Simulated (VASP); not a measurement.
Computed with revTPSS meta-GGA, VASP's PBE PAW potentials (set 64) (plane waves; VASP 6.6.1).

A VASP calculation is set up with these files.

### KPOINTS
```
Automatic mesh
0
Gamma
16 16 16
0 0 0
```

POSCAR:
```
In
1
   -1.5657536909     1.5657536909     2.4074569541
    1.5657536909    -1.5657536909     2.4074569541
    1.5657536909     1.5657536909    -2.4074569541
In
1
Direct
  0.0000000000   0.0000000000   0.0000000000
```

### INCAR
```
LASPH  =  .TRUE.
LMAXMIX  =  4   # l cut-off of mixed one-centre charges
EDIFFG  =  -0.01
LMIXTAU  =  .TRUE.
EDIFF  =  1E-7   # SCF stop (eV)
NELM  =  100   # most electronic steps
LCHARG  =  .FALSE.
ENCUT  =  520   # plane-wave cut-off (eV)
ISMEAR  =  1
LWAVE  =  .FALSE.
SIGMA  =  0.1
LREAL  =  .FALSE.   # projection in real space or not
IBRION  =  2   # conjugate gradients
ISIF  =  4
METAGGA  =  RTPSS
ALGO  =  Normal
PREC  =  Accurate
NSW  =  30   # most ionic steps
SYSTEM  =  In
```

POTCAR, in this order: In_d (PBE.64 set). Program: vasp_std.

Unless said otherwise, spin-orbit coupling is left out, though it shifts the bands of the heavy elements here.

Task: What does the run give for the energy per atom (σ→0), pressure, band gap (on the k-mesh)?

Result: 
The energy per atom (σ→0) is 14.633 eV/atom. The band gap (on the k-mesh) is none (metal, semimetal or under 0.01 eV). The pressure is 3.47 GPa.

### OSZICAR
```
...
DAV:  11     0.146331903113E+02   -0.51629E-02   -0.17050E-02  7792   0.314E+00    0.943E-02
DAV:  12     0.146328316920E+02   -0.35862E-03   -0.80823E-04  7442   0.515E-01    0.696E-02
DAV:  13     0.146328852753E+02    0.53583E-04   -0.43655E-05 10268   0.125E-01    0.585E-02
DAV:  14     0.146328046676E+02   -0.80608E-04   -0.13079E-04  7826   0.285E-01    0.116E-02
DAV:  15     0.146328009527E+02   -0.37149E-05   -0.38735E-05  7914   0.142E-01    0.849E-03
DAV:  16     0.146328003174E+02   -0.63530E-06   -0.13077E-06  7930   0.266E-02    0.269E-03
DAV:  17     0.146328003856E+02    0.68248E-07   -0.10268E-07  7438   0.458E-03
   1 F= 0.14632800E+02 E0= 0.14632795E+02  d E =0.146328E+02
```

The compound is In in the bct structure. This cell is one point of a volume scan, at 0.94 of the reference volume.
